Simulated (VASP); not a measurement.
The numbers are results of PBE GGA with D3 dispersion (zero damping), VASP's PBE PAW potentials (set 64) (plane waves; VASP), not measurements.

VASP ran on this input.

INCAR:
```
# general
SYSTEM =As
PREC   =Accurate
ENCUT  =520
LREAL  =.FALSE.
LASPH  =.TRUE.

# electronic loop
EDIFF  =1E-6
NELM   =100
ALGO   =Normal
LMAXMIX=4

# smearing
ISMEAR =1
SIGMA  =0.1

# functional
GGA    =PE
IVDW   =11

# ions
IBRION =2
NSW    =60
ISIF   =3
EDIFFG =-0.01

# output
LWAVE  =.FALSE.
LCHARG =.FALSE.
```

File POSCAR:
```
As
1
    3.6803640000    -1.8800000000     0.0000000000
    3.6803640000     1.8800000000     0.0000000000
    2.7200240000     0.0000000000     3.1114220000
As
2
Direct
  0.2270000000   0.2270000000   0.2270000000
  0.7730000000   0.7730000000   0.7730000000
```

**KPOINTS**
```
Regular mesh
0
G
  11 11 11
0 0 0
```

POTCAR, in this order: As (PBE.64 set). Program: vasp_std.

### Question
What will the output report for the number of irreducible k-points (NKPTS), largest plane-wave count, number of space-group operations, FFT grid (NGX, NGY, NGZ)?

### Answer

* **number of irreducible k-points (NKPTS)**: 146
* **largest plane-wave count**: 1173
* **number of space-group operations**: 12
* **FFT grid (NGX, NGY, NGZ)**: 32 × 32 × 32

The compound is As in the a7 structure. This run relaxes it. Symmetry was kept, so distortions that lower it aren't found.
